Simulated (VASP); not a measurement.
Write the native input for VASP 6.6.1 that does the following.

- Task: band structure
- Functional: r2SCAN
- Potentials or basis: VASP PAW PBE potentials, release 64 (Se, Pt)
- Cutoff: 520 eV
- k mesh: 9 × 9 × 1
- Occupations: gaussian, width 0.03 eV
- Spin: no spin polarisation
- Dipole correction: yes
- Further INCAR settings: ALGO = All; EDIFF = 1e-06; NBANDS = 43

The structure of PtSe2 lies in POSCAR:

```
PtSe2                                   
1.0
    3.7483412420      0.0000000000      0.0000000000
   -1.8741706210      3.2461587338      0.0000000000
    0.0000000000      0.0000000000     30.6550000000
  Se              Pt            
     6     3
Direct
     0.6666666699999979    0.3333333300000021    0.2983199529966729
     0.3333333300000021    0.6666666699999979    0.3829349826438626
     0.6666666699999979    0.3333333300000021    0.4577849032311083
     0.3333333300000021    0.6666666699999979    0.5422150967688917
     0.6666666699999979    0.3333333300000021    0.6170650173561374
     0.3333333300000021    0.6666666699999979    0.7016800470033271
     1.0000000000000000    1.0000000000000000    0.3411656574382238
     1.0000000000000000    0.0000000000000000    0.5000000000000000
     0.0000000000000000    0.0000000000000000    0.6588343425617762
```

One way to write it, as run:

INCAR

```
ALGO = All
AMIN = 0.01
DIPOL = 0.5 0.5 0.500
EDIFF = 1E-6
ENCUT = 520
IDIPOL = 3
ISIF = 2
ISMEAR = 0
KPAR = 4
LASPH = True
LCHARG = False
LDIPOL = True
LMAXMIX = 4
LMIXTAU = True
LREAL = False
LVACPOTAV = True
LVHAR = True
LWAVE = False
METAGGA = R2SCAN
NBANDS = 43
NELM = 120
PREC = Accurate
SIGMA = 0.03
```

KPOINTS

```
k-points
0
Gamma
  9 9 1
```

KPOINTS_OPT

```
explicit points
67
Reciprocal
 0.0000000000  0.0000000000  0.0000000000 1
 0.0357142900  0.0000000000  0.0000000000 1
 0.0714285700  0.0000000000  0.0000000000 1
 0.1071428600  0.0000000000  0.0000000000 1
 0.1428571400  0.0000000000  0.0000000000 1
 0.1785714300  0.0000000000  0.0000000000 1
 0.2142857100  0.0000000000  0.0000000000 1
 0.2500000000  0.0000000000  0.0000000000 1
 0.2857142900  0.0000000000  0.0000000000 1
 0.3214285700  0.0000000000  0.0000000000 1
 0.3571428600  0.0000000000  0.0000000000 1
 0.3928571400  0.0000000000  0.0000000000 1
 0.4285714300  0.0000000000  0.0000000000 1
 0.4642857100  0.0000000000  0.0000000000 1
 0.5000000000  0.0000000000  0.0000000000 1
 0.4791666700  0.0416666700  0.0000000000 1
 0.4583333300  0.0833333300  0.0000000000 1
 0.4375000000  0.1250000000  0.0000000000 1
 0.4166666700  0.1666666700  0.0000000000 1
 0.3958333300  0.2083333300  0.0000000000 1
 0.3750000000  0.2500000000  0.0000000000 1
 0.3541666700  0.2916666700  0.0000000000 1
 0.3333333300  0.3333333300  0.0000000000 1
 0.3137254900  0.3137254900  0.0000000000 1
 0.2941176500  0.2941176500  0.0000000000 1
 0.2745098000  0.2745098000  0.0000000000 1
 0.2549019600  0.2549019600  0.0000000000 1
 0.2352941200  0.2352941200  0.0000000000 1
 0.2156862700  0.2156862700  0.0000000000 1
 0.1960784300  0.1960784300  0.0000000000 1
 0.1764705900  0.1764705900  0.0000000000 1
 0.1568627500  0.1568627500  0.0000000000 1
 0.1372549000  0.1372549000  0.0000000000 1
 0.1176470600  0.1176470600  0.0000000000 1
 0.0980392200  0.0980392200  0.0000000000 1
 0.0784313700  0.0784313700  0.0000000000 1
 0.0588235300  0.0588235300  0.0000000000 1
 0.0392156900  0.0392156900  0.0000000000 1
 0.0196078400  0.0196078400  0.0000000000 1
 0.0000000000  0.0000000000  0.0000000000 1
 0.0000000000  0.0000000000  0.0000000000 1
 0.0071123200 -0.0035561600  0.0000000000 1
-0.0071123200  0.0035561600  0.0000000000 1
 0.0207442600 -0.0103721300  0.0000000000 1
-0.0207442600  0.0103721300  0.0000000000 1
 0.0000000000  0.0061594500  0.0000000000 1
-0.0000000000 -0.0061594500  0.0000000000 1
 0.0000000000  0.0179650500  0.0000000000 1
-0.0000000000 -0.0179650500  0.0000000000 1
 0.5000000000  0.0000000000  0.0000000000 1
 0.5071123200 -0.0035561600  0.0000000000 1
 0.4928876800  0.0035561600  0.0000000000 1
 0.5207442600 -0.0103721300  0.0000000000 1
 0.4792557400  0.0103721300  0.0000000000 1
 0.5000000000  0.0061594500  0.0000000000 1
 0.5000000000 -0.0061594500  0.0000000000 1
 0.5000000000  0.0179650500  0.0000000000 1
 0.5000000000 -0.0179650500  0.0000000000 1
 0.3333333300  0.3333333300  0.0000000000 1
 0.3404456500  0.3297771700  0.0000000000 1
 0.3262210100  0.3368894900  0.0000000000 1
 0.3540775900  0.3229612000  0.0000000000 1
 0.3125890700  0.3437054600  0.0000000000 1
 0.3333333300  0.3394927800  0.0000000000 1
 0.3333333300  0.3271738800  0.0000000000 1
 0.3333333300  0.3512983800  0.0000000000 1
 0.3333333300  0.3153682800  0.0000000000 1
```

Potentials or basis: VASP PAW PBE potentials, release 64 (Se, Pt).

The run is started by

```sh
$ cat potpaw_PBE.64/Se/POTCAR potpaw_PBE.64/Pt/POTCAR > POTCAR
$ mpirun -np 4 vasp_std > vasp.out
```

It gave:

The largest force is 0.291 eV/Å, the band gap along the path is none (metal or under the smearing width) and the work function of the upper face is 4.74 eV. The work function of the lower face is 4.74 eV.

Caveat: the PAW data sets were made with another functional, which shifts forces and pressure a little; spin-orbit coupling is left out, which moves the levels of the heavy elements.

Run time: 22 min on 4 MPI ranks on Intel(R) Xeon(R) Platinum 8375C CPU @ 2.90GHz (Ice Lake), with other jobs on the host, peak memory 0.83 GiB a rank.
